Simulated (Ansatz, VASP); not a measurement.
# Cross-check of TiC between VASP and Ansatz, part 2 of 2

Aim: how closely do two programs agree when they are given the same cell, functional and k mesh? The cell is taken from a series of runs on this material, whose earlier steps may have relaxed, scaled, displaced or heated it; both programs get it as it stands.

VASP 6.6.1 and Ansatz 0.2.0.

So far: The structure; VASP: elastic constants, BLYP.

## Step 3: Ansatz: elastic constants, BLYP

Level of this step: Ansatz beside VASP: Kohn-Sham DFT, plane waves, BLYP (Ansatz).

Ansatz runs on its default PAW (the set named soft_2) files.

The same cell, functional (in two slightly different forms), mesh and smearing now go to Ansatz, which takes its cutoff from its data sets.

The input, input.yaml:

```yaml
crystal:
  lattice:
    - [0.0, 2.1899176139, 2.1899176139]
    - [2.1899176139, 0.0, 2.1899176139]
    - [2.1899176139, 2.1899176139, 0.0]
  atoms:
    - { symbol: Ti, position: [0.0, 0.0, 0.0] }
    - { symbol: C, position: [0.5, 0.5, 0.5] }
kpoints:
  mp_grid: { grid: [24, 24, 24] }
hamiltonian:
  xc: blyp
scf:
  occupations: { method: methfessel_paxton, width: 0.25 }
output:
  forces: true
  stress: true
  eigenvalues: true
elastic:
  mode: relaxed_ion
  stencil: two_point
  amplitude: 0.01
```

Started as:

```bash
> ansatz run input.yaml --threads 4 --pin off --max-ram 16384MiB --backend cpu --events-out ev --progress --plain --runs-dir out
```

Numbers of over 12 decimals in the logs are rounded to 6 here.

Log:

```text
Engine: ansatz 0.2.0, aarch64-unknown-linux-gnu
Pseudopotentials: kind: paw
Pseudopotential: Ti, paw, valence charge 12, recommended cutoff 420 eV (normal), Ti.paw.azcp
Pseudopotential: C, paw, valence charge 4, recommended cutoff 420 eV (normal), C.paw.azcp
Functional definition: BLYP
  parameter beta = 0.0042
  parameter a = 0.04918
  parameter b = 0.132
  parameter c = 0.2533
  parameter d = 0.349
  exchange = b88_x(beta = beta)
  correlation = lyp_c(a = a, b = b, c = c, d = d)
Crystal: 2 atoms, lattice volume = 21.005 Å³
Basis set: ecut = 420 eV, 411 PW (Γ), exchange–correlation on 48×48×48 points (8 copies of the dense FFT grid, shifted against one another)
Bands: 12, of which v1, the nominal top of the filled ones, is band 8 counted from 1 (7 counted from 0)
Symmetry: 48 space group operations
Space group: Fm-3m (ITA 225), of the structure as read, at distance tolerance 2.8e-5 Å
k-points: 413 of 13824
Non-local potential: Ti, projectors of the file, l = 0: 3, l = 1: 2, l = 2: 3, l = 3: 1
Non-local potential: C, projectors of the file, l = 0: 2, l = 1: 2, l = 2: 1
PAW form: soft (Blöchl's): semilocal exchange-correlation on the pseudo side does not see the compensation charge
PAW frozen core: Ti, regenerated for the run's functional, and the local potential with it (the file was generated under x = pbe(κ = 0.804, μ = 0.219515), c = pbe(β = 0.066725))
PAW frozen core: C, regenerated for the run's functional, and the local potential with it (the file was generated under x = pbe(κ = 0.804, μ = 0.219515), c = pbe(β = 0.066725))
PAW one-centre angular grid: Ti, 590 points (default); XC on 64 Gauss nodes
PAW one-centre angular grid: C, 110 points (default); XC on 64 Gauss nodes
Initial density: superposition of atomic densities (neutral atoms: chi_scale 0, normalization atom), corrected by the library's trained network
Initial wavefunctions: pseudopotential atomic-orbital guess
Functional: x = b88, c = lyp
SCF iter   1: F=—  HF=-2759.340432 eV  |F-HF|=—  |Δ(HF+E_count)|=         —  Δρ=1.98e-2  dr2=8.32e-2  ethr=1.77e-3  ⟨swp⟩=4.3  Hψ=22382  notcnv=0
preconditioner: auto → none  [metal: Δε(μ)=0.009 eV  Ē_g=7.524 eV  σ=0.250 eV  W_gap=0.03  n_scr=8 (ndim 8)  ℏωp=22.9 eV  f_vac=0.000  D(μ)=0.27/eV (n_scr^D=0)  sad-step TF]
SCF iter   2: F=—  HF=-2759.322480 eV  |F-HF|=—  |Δ(HF+E_count)|=   1.80e-2  S|Δr|=    0.00e0  Δρ=1.13e-2  dr2=2.94e-2  ethr=5.20e-4  ⟨swp⟩=1.0  Hψ=8260  notcnv=0
SCF iter   3: F=—  HF=-2759.315272 eV  |F-HF|=—  |Δ(HF+E_count)|=   7.21e-3  S|Δr|=    0.00e0  Δρ=7.49e-4  dr2=9.64e-5  ethr=1.84e-4  ⟨swp⟩=2.0  Hψ=6603  notcnv=0
SCF iter   4: F=—  HF=-2759.315328 eV  |F-HF|=—  |Δ(HF+E_count)|=   5.66e-5  S|Δr|=    0.00e0  Δρ=2.14e-4  dr2=6.40e-6  ethr=6.02e-7  ⟨swp⟩=2.3  Hψ=8190  notcnv=0
SCF iter   5: F=—  HF=-2759.315331 eV  |F-HF|=—  |Δ(HF+E_count)|=   2.72e-6  S|Δr|=    0.00e0  Δρ=1.71e-5  dr2=5.88e-8  ethr=4.00e-8  ⟨swp⟩=3.0  Hψ=8452  notcnv=0
SCF iter   6: F=—  HF=-2759.315332 eV  |F-HF|=—  |Δ(HF+E_count)|=   4.42e-7  S|Δr|=    0.00e0  Δρ=2.12e-6  dr2=7.87e-10  ethr=3.68e-10  ⟨swp⟩=2.9  Hψ=8434  notcnv=0
SCF iter   7: F=—  HF=-2759.315332 eV  |F-HF|=—  |Δ(HF+E_count)|=  3.91e-10  S|Δr|=    0.00e0  Δρ=1.27e-7  dr2=1.68e-12  ethr=4.92e-12  ⟨swp⟩=2.8  Hψ=8283  notcnv=0
SCF iter   8: F=-2759.315332 eV  HF=-2759.315332 eV  |F-HF|=0.00e0  |Δ(HF+E_count)|=  5.46e-12  S|Δr|=    0.00e0  Δρ=8.35e-9  dr2=9.25e-15  ethr=1.00e-12  ⟨swp⟩=4.9  Hψ=16785  notcnv=0
the search or the solves at the SCF's close seem to have found levels that the self-consistency loop had missed (the run counts 1). By its estimate they hold under 1e-12 electrons; where the run keeps them, the occupations were computed again with them
SCF 1 converged in 8 iterations: F = -2759.315332 eV  dr2 = 9.25e-15
  greatest PAW one-centre occupation: 0.999 electrons in one spin orbital (limit 2), on the Ti atom at site 0 (counted from 0), in its partial waves of l = 0
Crystal: 2 atoms, lattice volume = 20.795 Å³
Symmetry: 16 space group operations
k-points: 1063 of 13824
Initial density: handed on by an earlier stage of this run
Initial wavefunctions: those handed on with the density
iter 1 solved again at ethr=1.70e-5 eV; its pass at ethr=3.10e-3 eV (dr2=2.72e-3 eV) is discarded
SCF iter   1: F=—  HF=-2759.312911 eV  |F-HF|=—  |Δ(HF+E_count)|=         —  Δρ=3.45e-3  dr2=2.74e-3  ethr=1.70e-5  ⟨swp⟩=1.3  Hψ=85061  notcnv=0
preconditioner: auto → none  [metal: Δε(μ)=0.005 eV  Ē_g=7.607 eV  σ=0.250 eV  W_gap=0.02  n_scr=8 (ndim 8)  ℏωp=23.0 eV  f_vac=0.000  D(μ)=0.28/eV (n_scr^D=0)]
[...]
SCF 2 converged in 8 iterations: F = -2759.312238 eV  dr2 = 4.81e-15
Crystal: 2 atoms, lattice volume = 21.215 Å³
[...]
preconditioner: auto → none  [metal: Δε(μ)=0.001 eV  Ē_g=7.465 eV  σ=0.250 eV  W_gap=0.00  n_scr=8 (ndim 8)  ℏωp=22.8 eV  f_vac=0.000  D(μ)=0.29/eV (n_scr^D=0)]
[...]
SCF 3 converged in 6 iterations: F = -2759.312477 eV  dr2 = 9.45e-15
Crystal: 2 atoms, lattice volume = 21.004 Å³
Symmetry: 8 space group operations
k-points: 1963 of 13824
[...]
preconditioner: auto → none  [metal: Δε(μ)=0.005 eV  Ē_g=7.528 eV  σ=0.250 eV  W_gap=0.02  n_scr=8 (ndim 8)  ℏωp=22.9 eV  f_vac=0.000  D(μ)=0.29/eV (n_scr^D=0)]
[...]
SCF iter   5: F=—  HF=-2759.314232 eV  |F-HF|=—  |Δ(HF+E_count)|=  6.09e-10  S|Δr|=    0.00e0  Δρ=5.42e-7  dr2=4.03e-11  ethr=7.44e-12  ⟨swp⟩=2.1  Hψ=32888  notcnv=0
SCF iter   6: F=—  HF=-2759.314232 eV  |F-HF|=—  |Δ(HF+E_count)|=  1.86e-11  S|Δr|=    0.00e0  Δρ=9.19e-8  dr2=8.38e-13  ethr=2.52e-13 (applied; sched 1.00e-12)  ⟨swp⟩=2.1  Hψ=38031  notcnv=0
SCF iter   7: F=-2759.314232 eV  HF=-2759.314232 eV  |F-HF|=0.00e0  |Δ(HF+E_count)|=  1.36e-12  S|Δr|=    0.00e0  Δρ=2.40e-8  dr2=4.57e-14  ethr=1.00e-12  ⟨swp⟩=4.5  Hψ=72909  notcnv=0
SCF 4 converged in 7 iterations: F = -2759.314232 eV  dr2 = 4.57e-14
iter 1 solved again at ethr=8.60e-9 eV; its pass at ethr=3.10e-3 eV (dr2=1.38e-6 eV) is discarded
SCF iter   1: F=—  HF=-2759.314228 eV  |F-HF|=—  |Δ(HF+E_count)|=         —  Δρ=8.03e-5  dr2=1.14e-6  ethr=8.60e-9  ⟨swp⟩=2.0  Hψ=143646  notcnv=0
preconditioner: auto → none  [metal: Δε(μ)=0.005 eV  Ē_g=7.527 eV  σ=0.250 eV  W_gap=0.02  n_scr=8 (ndim 8)  ℏωp=22.9 eV  f_vac=0.000  D(μ)=0.29/eV (n_scr^D=0)]
SCF iter   2: F=—  HF=-2759.314231 eV  |F-HF|=—  |Δ(HF+E_count)|=   3.61e-6  S|Δr|=    0.00e0  Δρ=3.46e-5  dr2=1.68e-7  ethr=7.11e-9  ⟨swp⟩=1.6  Hψ=24710  notcnv=0
SCF iter   3: F=—  HF=-2759.314232 eV  |F-HF|=—  |Δ(HF+E_count)|=   9.73e-7  S|Δr|=    0.00e0  Δρ=3.94e-6  dr2=1.49e-9  ethr=1.05e-9  ⟨swp⟩=1.8  Hψ=25940  notcnv=0
SCF iter   4: F=—  HF=-2759.314232 eV  |F-HF|=—  |Δ(HF+E_count)|=   1.50e-8  S|Δr|=    0.00e0  Δρ=3.76e-7  dr2=1.91e-11  ethr=9.32e-12  ⟨swp⟩=2.3  Hψ=31034  notcnv=0
SCF iter   5: F=—  HF=-2759.314232 eV  |F-HF|=—  |Δ(HF+E_count)|=  5.46e-12  S|Δr|=    0.00e0  Δρ=1.27e-7  dr2=2.28e-12  ethr=1.19e-13 (applied; sched 1.00e-12)  ⟨swp⟩=2.3  Hψ=37418  notcnv=0
SCF iter   6: F=-2759.314232 eV  HF=-2759.314232 eV  |F-HF|=9.09e-13  |Δ(HF+E_count)|=  6.37e-12  S|Δr|=    0.00e0  Δρ=1.18e-8  dr2=1.61e-14  ethr=1.00e-12  ⟨swp⟩=2.9  Hψ=84286  notcnv=0
SCF 5 converged in 6 iterations: F = -2759.314232 eV  dr2 = 1.61e-14
SCF converged after 8 iterations
Stability not checked: this state was not tested for a lower state beside it, because cold or Methfessel-Paxton smearing, or corrected tetrahedra, fill the levels in a way that the test cannot read (fill_not_monotonic; see scf.lower_state_search)
Free energy (F): -2759.315332 eV
Harris-Foulkes:  -2759.315332 eV  (|F-HF|=0.00e0)
Internal energy: -2759.315840 eV  (E = F + TS)
E sigma→0 (E₀):  -2759.315459 eV
Entropy (-TS):   0.000509 eV (0.254 meV/atom)
Fermi energy:    14.567015 eV
--- Per-component energies (eV) ---
  E_band       = -113.243328
  E_kinetic    = 362.066904
  E_local      = -800.236961  (includes V_loc(G=0)·N_el)
  E_nonlocal   = 33.178666
  E_hartree    = 323.266448
  E_xc         = -144.205735
  E_vxc        = -179.725735  (∫ρ·V_xc dr)
  E_paw        = -1155.535647  (= ΣΔE_a)
  E_vpaw       = -175.059247  (= ΣTr[D̂ρ^β])
  E_aug_tail   = 0.000145  (compensation charges beyond the density's cutoff)
  E_ewald      = -1377.868250
  E_core_change = 0.018589  (= ΣΔE_core)
  E_smearing   = 0.000509  (= −TS)
  E_closure    = 0.000000  (closes the sum)
  Σ components = -2759.315332   (vs F -2759.315332, Δ=0.00e0)
--- Forces (eV/Å), atoms counted from 1 ---
  atom   1  Ti    -0.00000000     0.00000000     0.00000000
  atom   2  C      0.00000000    -0.00000000    -0.00000000
  max |Σ_I F_I| component: 7.36e-30 eV/Å
--- Stress (GPa, compression-positive) ---
        0.002063       0.000000      -0.000000
        0.000000       0.002063       0.000000
        0.000000       0.000000       0.002063
  P = ⅓ Tr σ = 0.0021 GPa (0.021 kbar)
--- Band table (eV; the first three rows and the last of 413) ---
  k-point 0: bands = [... 4 lower, 2.4407, 15.2319, 15.2319, 15.2319, 16.1273, 16.1273, 16.1305, 16.1305]
  k-point 1: bands = [... 4 lower, 2.4780, 15.0203, 15.1660, 15.1660, 15.6169, 15.6169, 16.2550, 16.7601]
  k-point 2: bands = [... 4 lower, 2.5889, 14.5530, 14.7712, 14.7712, 15.5053, 15.5053, 16.4746, 17.4243]
  k-point 412: bands = [... 4 lower, 5.1329, 11.6184, 11.6184, 11.9319, 17.1836, 17.1836, 17.8152, 19.2646]
--- Elastic constants: 2 strain directions × 2 members + reference (group order 48) ---
  dense FFT box of the reference and of every strained cell: 24×24×24
  strains applied: 11, 23; error gains: componentwise 1.00 (the most a stress slope's error grows in a printed constant), spectral 1.73 (1 for all six strains in a standard setting)
  C = ∂σ_k/∂η_j (tension-positive GPa; Voigt order 11 22 33 23 13 12):
       453.249    121.232    121.232      0.000      0.000     -0.000
       121.232    453.249    121.232     -0.000      0.000      0.000
       121.232    121.232    453.249      0.000     -0.000     -0.000
         0.000     -0.000     -0.000    166.805      0.000     -0.000
        -0.000     -0.000      0.000     -0.000    166.805      0.000
         0.000     -0.000      0.000     -0.000     -0.000    166.805
  reference stress σ⁰ (GPa):     -0.002     -0.002     -0.002     -0.000     -0.000     -0.000
  C* (energy form; C + prestress term) asymmetry max|C*_kj − C*_jk| = 2.842e-14 GPa — a small one proves nothing (zero by symmetry where the batch's group is 432, −43m or m−3m); a large one is finite-difference/SCF noise where every solve meets its electron count
  moduli (Voigt/Reuss/Hill, GPa): K = 231.90/231.90/231.90   G = 166.49/166.49/166.49   E = 403.01   ν = 0.210
  mechanically stable: yes (min eigenvalue of sym C = 166.80 GPa)
  strain η (Voigt 11):  stress-route row diagonal C_11 = 453.25 GPa, energy-path curvature d²(F+E_count+ΔE)/dδ²/Ω₀ = 452.91 GPa
         δ    σ_11 (GPa)             F (eV)   n_scf  n_hpsi   n_pw
    -1.000e-2      -4.7989       -2759.3122381       8  236305    424   relax 0 steps, max|allowed force component| 3.55e-30 eV/Å
     1.000e-2       4.2661       -2759.3124768       6  198988    431   relax 0 steps, max|allowed force component| 1.97e-30 eV/Å
  strain η (Voigt 23):  stress-route row diagonal C_44 = 166.80 GPa, energy-path curvature d²(F+E_count+ΔE)/dδ²/Ω₀ = 166.82 GPa
         δ    σ_23 (GPa)             F (eV)   n_scf  n_hpsi   n_pw
    -1.000e-2      -1.6680       -2759.3142322       7  415453    425   relax 0 steps, max|allowed force component| 9.86e-32 eV/Å
     1.000e-2       1.6680       -2759.3142322       6  372860    425   relax 0 steps, max|allowed force component| 4.24e-30 eV/Å
```

## Step 4: Differences

Known differences besides the potentials themselves: the cutoff is 420 eV in Ansatz and 600 eV in VASP; Ansatz makes its cores anew for this functional, VASP keeps those of its PBE data sets; VASP's log shows a relativistic correction to its local exchange, Ansatz's none; VASP takes each elastic constant from one size of strain, Ansatz from those that its log lists. Total energies have different zeros and are not compared.

Both answers:

| quantity | Ansatz | VASP | difference |
| --- | --- | --- | --- |
| C11 (GPa) | 453.2 | 456.1 | -0.63 % |
| C22 (GPa) | 453.2 | 456.1 | -0.63 % |
| C33 (GPa) | 453.2 | 456.1 | -0.63 % |
| C12 (GPa) | 121.2 | 119.2 | +1.75 % |
| C13 (GPa) | 121.2 | 119.2 | +1.75 % |
| C23 (GPa) | 121.2 | 119.2 | +1.75 % |
| C44 (GPa) | 166.8 | 165.8 | +0.63 % |
| C55 (GPa) | 166.8 | 165.8 | +0.63 % |
| C66 (GPa) | 166.8 | 165.8 | +0.63 % |

## Step 5: Summary of results

| Property | Result |
| --- | --- |
| difference in C12 (elastic constants, BLYP) | 1.7 % |

In words: The difference in C12 is 1.7 % (elastic constants, BLYP), within the 5 % picked in this series as the mark of a large difference. 1 further run of this series is not shown here. How closely two codes agree says nothing of how well the functional describes the real material.

[Lines on the potential files, build, host, timing and source positions are cut from VASP's logs without a mark.]

[Logs are printed without paths, hosts, clocks, repeated set-up lines and the standing remarks that a program may print on its own settings, such as how far it seeks lower states.]

[Hosts, paths, dates, database ids (printed as entryN), source tags and the programs' standing remarks are cut or masked in the printed files.]
